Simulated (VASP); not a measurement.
A VASP calculation is set up with these files.

### KPOINTS
```
Automatic mesh
0
G
  8 8 8
0 0 0
```

**INCAR**
```
SYSTEM = MgSe
PREC = Accurate; ENCUT = 500; LREAL = F
LASPH = T
EDIFF = 1E-6; NELM = 100; ALGO = Normal
LMAXMIX = 4
ISMEAR = 0; SIGMA = 0.05
GGA = PS
IBRION = 2; NSW = 40; ISIF = 3
EDIFFG = -0.02; PSTRESS = 50
LWAVE = F; LCHARG = F
```

POSCAR:
```
MgSe
1
   -0.0000000000     2.8834250080     2.8834250080
    2.8834250080     0.0000000000     2.8834250080
    2.8834250080     2.8834250080     0.0000000000
Mg Se
1 1
Direct
  0.0000000000   0.0000000000   0.0000000000
  0.2500000000   0.2500000000   0.2500000000
```

POTCAR, in this order: Mg Se (PBE.64 set). Program: vasp_std.

**Question.** Write an equivalent input for Ansatz.

**Answer.** One equivalent input (not run):
Ansatz 0.2 input:
```yaml
crystal:
  lattice:
    - [0.0000000, 2.8834250, 2.8834250]
    - [2.8834250, 0.0000000, 2.8834250]
    - [2.8834250, 2.8834250, 0.0000000]
  atoms:
    - { symbol: Mg, position: [0.0000000, 0.0000000, 0.0000000] }
    - { symbol: Se, position: [0.2500000, 0.2500000, 0.2500000] }
kpoints:
  mp_grid: { grid: [8, 8, 8] }
hamiltonian:
  xc: pbesol
  pseudopotentials: { kind: paw }
scf:
  occupations: { method: gaussian, width: 0.05 }
  max_iter: 100
relax:
  max_steps: 40
  f_tol: 0.02
  cell: { p_target: 5 }
output: { forces: true, stress: true, eigenvalues: true }
```
The two are equivalent in intent, not identical: each code has its own PAW files, so the cut-off isn't converted (ENCUT is set for VASP's; basis.ecutwfc is left out, and Ansatz then takes the one that its files recommend); Ansatz stops its SCF on the density residual and VASP on the energy change (EDIFF).

The structure was generated: MgSe was put into the zinc blende type (F-43m), which need not be its known phase. It was relaxed first under an external pressure of 5 GPa.
